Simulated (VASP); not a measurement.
Consider the following.

```
MoSi2
1.0
   -1.53488     1.53488     3.79381
    1.53488    -1.53488     3.79381
    1.53488     1.53488    -3.79381
Si Mo
2 1
Direct
  0.66629   0.66629   0.00000
  0.33371   0.33371   0.00000
  0.00000   0.00000   0.00000
```

Method: PBEsol GGA, VASP's PBE PAW potentials (set 64) (plane waves; VASP 6.6.1). Run with 500 eV cut-off, 14×14×14 Γ-centred mesh, first-order Methfessel-Paxton smearing of 0.10 eV, potentials Si Mo_sv.

Energy and stress use the plane-wave basis of the starting cell.

Question: The ions, cell shape and volume at an external pressure of 45.0 GPa are relaxed. Which structure does the run end with?

Answer: 
```
MoSi2
1.0
   -1.51297     1.51297     3.75149
    1.51297    -1.51297     3.75149
    1.51297     1.51297    -3.75149
Si Mo
2 1
Direct
  0.66678   0.66678   0.00000
  0.33322   0.33322   0.00000
  0.00000   0.00000   0.00000
```
Space group I4/mmm (139), at a tolerance of 0.03 Å.

Question: How do energy and volume change from the first to the last step?

Answer: The energy (σ→0) changes by +108.8 meV/atom and the volume by -3.9 %, in 9 ionic steps.

The compound is MoSi2 in the MoSi2 type structure. This run relaxes it under an external pressure of 45 GPa. Symmetry was kept, so distortions that lower it aren't found.
